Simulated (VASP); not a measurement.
Input:

```
CELL_PARAMETERS angstrom
      0.00000     3.08332     3.08332
      3.08332     0.00000     3.08332
      3.08332     3.08332     0.00000
ATOMIC_POSITIONS crystal
  Pb 0.00000 0.00000 0.00000
  Se 0.50000 0.50000 0.50000
```

All values below come from rev-vdW-DF2, VASP's PBE PAW potentials (set 64) (plane waves; VASP 6.6.1). Run with 520 eV cut-off, Gaussian smearing of 0.050 eV, potentials Pb_d Se.

Unless said otherwise, spin-orbit coupling is left out, though it shifts the bands of the heavy elements here.

### Question
Give the energies of bands 7 to 13 at the high-symmetry points, in eV from the valence-band maximum.

### Answer

| band | Γ | X | U | L | W |
|---|---|---|---|---|---|
| 7 | -6.39 | -7.39 | -7.99 | -8.70 | -7.97 |
| 8 | -1.73 | -4.76 | -4.36 | -1.33 | -4.02 |
| 9 | -1.73 | -3.05 | -2.56 | -1.33 | -4.02 |
| 10 | -1.73 | -3.05 | -2.28 | 0.00 | -0.71 |
| 11 | 4.62 | 3.83 | 3.38 | 0.34 | 1.89 |
| 12 | 4.62 | 5.49 | 3.97 | 1.74 | 4.94 |
| 13 | 4.62 | 5.49 | 5.38 | 1.74 | 4.94 |

The gap is direct, 0.34 eV, from the valence maximum at L to the conduction minimum at L.

The compound is PbSe in the rock salt structure. It was relaxed first.
